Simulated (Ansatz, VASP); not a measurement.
# Ti (Titanium) in two plane-wave programs, part 2 of 2

Aim: how closely do two programs agree when they are given the same cell, functional and k mesh? The cell is taken from a series of runs on this material, whose earlier steps may have relaxed, scaled, displaced or heated it; both programs get it as it stands.

VASP 6.6.1 and Ansatz 0.2.0.

So far: Starting point; VASP: zone-centre phonons, PBEsol.

### 3. Ansatz: zone-centre phonons, PBEsol

Level of this step: Ansatz beside VASP: Kohn-Sham DFT, plane waves, PBEsol (Ansatz).

Ansatz runs on its PAW soft_1 files.

The same cell, functional, mesh and smearing now go to Ansatz, which takes its cutoff from its data sets.

File input.yaml:

```yaml
crystal:
  lattice:
    - [2.95, 0.0, 0.0]
    - [-1.475, 2.5547749412, 0.0]
    - [0.0, 0.0, 4.68]
  atoms:
    - { symbol: Ti, position: [0.3333333333, 0.6666666667, 0.25] }
    - { symbol: Ti, position: [0.6666666667, 0.3333333333, 0.75] }
kpoints:
  mp_grid: { grid: [21, 21, 12] }
hamiltonian:
  xc: pbesol
  pseudopotentials: { kind: paw, azcp: { folder: soft_1 }, xc_functional: pbe }
scf:
  occupations: { method: methfessel_paxton, width: 0.2 }
output:
  eigenvalues: true
phonons:
  method: dfpt
```

Launch:

```sh
ansatz run input.yaml --threads 8 --pin off --max-ram 15360MiB --backend cpu --events-out ev --progress --plain --runs-dir out
```

Numbers of over 12 decimals in the logs are rounded to 6 here.

Output:

```text
zone centre: on kpoints.mp_grid the ground state, and the responses unless they are solved on pairs of k-points, stand on 847 of the mesh's 5292 k-points, reduced under 4 symmetry operations, with k and −k counted as one. Each operation leaves every solved displacement unchanged or reverses it
Engine: ansatz 0.2.0, x86_64-unknown-linux-gnu
Pseudopotentials: kind: paw
Pseudopotential: Ti, paw, valence charge 12, recommended cutoff 420 eV (normal), soft_1/Ti.paw.azcp
Functional definition: PBEsol
  exchange = pbesol_x
  correlation = pbesol_c
Crystal: 2 atoms, lattice volume = 35.271 Å³
Basis set: ecut = 420 eV, 687 PW (Γ), exchange–correlation on 40×40×64 points (8 copies of the dense FFT grid, shifted against one another)
Bands: 16, of which v1, the nominal top of the filled ones, is band 12 counted from 1 (11 counted from 0)
Symmetry: 24 space group operations
k-points: 847 of 5292 (irreducible under 4 space group operations, time reversal used)
Non-local potential: Ti, projectors of the file, l = 0: 3, l = 1: 2, l = 2: 3, l = 3: 1
PAW form: soft (Blöchl's): semilocal exchange-correlation on the pseudo side does not see the compensation charge
PAW frozen core: Ti, regenerated for the run's functional, and the local potential with it (the file was generated under x = pbe(κ = 0.804, μ = 0.219515), c = pbe(β = 0.066725))
PAW one-centre angular grid: Ti, 590 points (default); XC on 64 Gauss nodes
Initial density: superposition of atomic densities (chi_scale 0.1, normalization cell)
Initial wavefunctions: pseudopotential atomic-orbital guess
Functional: x = pbesol(κ = 0.804, μ = 0.123457), c = pbesol(β = 0.046)
SCF iter   1: F=—  HF=-4948.257238 eV  |F-HF|=—  |Δ(HF+E_count)|=         —  Δρ=6.42e-2  dr2=1.52e0  ethr=3.10e-3  ⟨swp⟩=4.3  Hψ=117692  notcnv=0
automatic band count: the SCF goes on with 20 bands, as 16 were too few: they end inside the smearing window of the response
preconditioner: auto → none  [metal: Δε(μ)=0.010 eV  Ē_g=4.516 eV  σ=0.200 eV  W_gap=0.04  n_scr=8 (ndim 8)  ℏωp=17.7 eV  f_vac=0.000  D(μ)=1.61/eV (n_scr^D=22)  sad-step TF]
SCF iter   2: F=—  HF=-4947.929602 eV  |F-HF|=—  |Δ(HF+E_count)|=   3.28e-1  S|Δr|=    0.00e0  Δρ=3.67e-2  dr2=5.26e-1  ethr=3.10e-3  ⟨swp⟩=2.0  Hψ=28464  notcnv=0  defer=1157
SCF iter   3: F=—  HF=-4947.763466 eV  |F-HF|=—  |Δ(HF+E_count)|=   1.66e-1  S|Δr|=    0.00e0  Δρ=1.45e-3  dr2=3.42e-4  ethr=2.19e-3  ⟨swp⟩=2.5  Hψ=27593  notcnv=0  defer=1157
SCF iter   4: F=—  HF=-4947.763629 eV  |F-HF|=—  |Δ(HF+E_count)|=   1.63e-4  S|Δr|=    0.00e0  Δρ=1.40e-4  dr2=3.41e-6  ethr=1.43e-6  ⟨swp⟩=2.1  Hψ=29396  notcnv=0  defer=1097
SCF iter   5: F=—  HF=-4947.763636 eV  |F-HF|=—  |Δ(HF+E_count)|=   6.37e-6  S|Δr|=    0.00e0  Δρ=6.65e-5  dr2=1.15e-6  ethr=1.42e-8  ⟨swp⟩=2.0  Hψ=26376  notcnv=0  defer=1097
SCF iter   6: F=—  HF=-4947.763635 eV  |F-HF|=—  |Δ(HF+E_count)|=   5.36e-7  S|Δr|=    0.00e0  Δρ=1.02e-5  dr2=2.04e-8  ethr=4.78e-9  ⟨swp⟩=2.9  Hψ=26043  notcnv=0  defer=1097
SCF iter   7: F=—  HF=-4947.763635 eV  |F-HF|=—  |Δ(HF+E_count)|=   8.30e-9  S|Δr|=    0.00e0  Δρ=1.09e-6  dr2=3.44e-10  ethr=8.48e-11  ⟨swp⟩=3.0  Hψ=27466  notcnv=0  defer=1097
SCF iter   8: F=-4947.763635 eV  HF=-4947.763635 eV  |F-HF|=0.00e0  |Δ(HF+E_count)|=  1.31e-10  S|Δr|=    0.00e0  Δρ=5.01e-8  dr2=2.41e-13  ethr=1.00e-12  ⟨swp⟩=9.0  Hψ=68411  notcnv=0
SCF 1 converged in 8 iterations: F = -4947.763635 eV  dr2 = 2.41e-13
  greatest PAW one-centre occupation: 0.999 electrons in one spin orbital (limit 2), on the Ti atom at site 1 (counted from 0), in its partial waves of l = 0
DFPT response loops at Γ: preconditioner auto → Kerker (q_TF=auto, 2.559 Å⁻¹) (partly filled bands, converged f_vac=0.000); β = 1.00, the filter's whole step (`scf.mixing.beta` (0.50) is not read by the response loops under this deck's `scf.mixing.preconditioner`; to damp them name `kerker` or `kerker_dos`, under which they read `scf.mixing.beta`, and type it under 1.00, their step now; both keys bind the ground state too); Broyden in place of MSR1
SCF converged after 8 iterations
Stability not checked: this state was not tested for a lower state beside it, because cold or Methfessel-Paxton smearing, or corrected tetrahedra, fill the levels in a way that the test cannot read (fill_not_monotonic; see scf.lower_state_search)
Free energy (F): -4947.763635 eV
Harris-Foulkes:  -4947.763635 eV  (|F-HF|=0.00e0)
Internal energy: -4947.768711 eV  (E = F + TS)
E sigma→0 (E₀):  -4947.764904 eV
Entropy (-TS):   0.005076 eV (2.538 meV/atom)
Fermi energy:    12.938743 eV
--- Per-component energies (eV) ---
  E_band       = -323.765042
  E_kinetic    = 560.560832
  E_local      = -1762.970479  (includes V_loc(G=0)·N_el)
  E_nonlocal   = 123.343581
  E_hartree    = 695.503562
  E_xc         = -229.836307
  E_vxc        = -289.079693  (∫ρ·V_xc dr)
  E_paw        = -2034.169637  (= ΣΔE_a)
  E_vpaw       = -346.626240  (= ΣTr[D̂ρ^β])
  E_aug_tail   = -0.000167  (compensation charges beyond the density's cutoff)
  E_ewald      = -2300.478866
  E_core_change = 0.278769  (= ΣΔE_core)
  E_smearing   = 0.005076  (= −TS)
  E_closure    = -0.000000  (closes the sum)
  Σ components = -4947.763635   (vs F -4947.763635, Δ=0.00e0)
--- Band table (eV; the first three rows and the last of 847) ---
  k-point 0: bands = [... 8 lower, 6.7722, 10.2710, 13.6403, 13.6964, 13.6964, 13.7983, 14.1847, 14.1847, ... 4 higher]
  k-point 1: bands = [... 8 lower, 6.8301, 10.2405, 13.5388, 13.6658, 13.6658, 13.7661, 14.1525, 14.1525, ... 4 higher]
  k-point 2: bands = [... 8 lower, 7.0015, 10.1338, 13.2981, 13.6029, 13.6029, 13.6733, 14.0653, 14.0653, ... 4 higher]
  k-point 846: bands = [... 8 lower, 10.8626, 10.8626, 12.3667, 12.3667, 12.8509, 12.8509, 14.4244, 14.4244, ... 4 higher]
--- Phonons (Γ-DFPT): 2 representative perturbations + reference, on 847 of 5292 k-points (Σ response iterations 6) ---
  k mesh reduced under 4 symmetry operations, with k and −k counted as one. Each operation leaves every solved displacement unchanged or reverses it
  ASR residual: 2.828e-6 → 0.000e0 eV/Å²; symmetrization residual: 3.979e-13 eV/Å²
  ASR residual per site (eV/Å²): 2.83e-6 2.83e-6
  Γ frequencies (cm⁻¹): 0.00 0.00 0.00 129.26 129.26 154.15
  non-analytic LO–TO correction: not included (Born effective charges unavailable; polar crystals: no LO–TO splitting at Γ)
```

### 4. Comparison

Known differences besides the potentials themselves: the cutoff is 420 eV in Ansatz and 500 eV in VASP; Ansatz makes its cores anew for this functional, VASP keeps those of its PBE data sets. Total energies have different zeros and are not compared.

The two programs side by side:

```csv
quantity,Ansatz,VASP,difference
optical mode 1 to 2 (cm⁻¹),129.3,129.3,-0.03 %
optical mode 3 (cm⁻¹),154.2,154.9,-0.50 %
```

Modes are paired by rising frequency, not by their patterns, so a pair may set unlike modes beside each other; they are those without the splitting of longitudinal modes.

### 5. Summary of results

| Property | Result |
| --- | --- |
| r.m.s. difference of the optical zone-centre modes, each program's sorted by frequency (zone-centre phonons, PBEsol) | 0.45 cm⁻¹ |
| difference in optical mode 3 (zone-centre phonons, PBEsol) | -0.5 % |

The r.m.s. difference of the optical zone-centre modes, each program's sorted by frequency is 0.45 cm⁻¹ (zone-centre phonons, PBEsol). Among the rows given in per cent, the largest difference of the zone-centre phonons, PBEsol pair is in optical mode 3, -0.5 %. How closely two codes agree says nothing of how well the functional describes the real material.

[Lines on the potential files, build, host, timing and source positions are cut from VASP's logs without a mark.]

[Logs are printed without paths, hosts, clocks, repeated set-up lines and the standing remarks that a program may print on its own settings, such as how far it seeks lower states.]

[Hosts, paths, dates, database ids (printed as entryN), source tags and the programs' standing remarks are cut or masked in the printed files.]
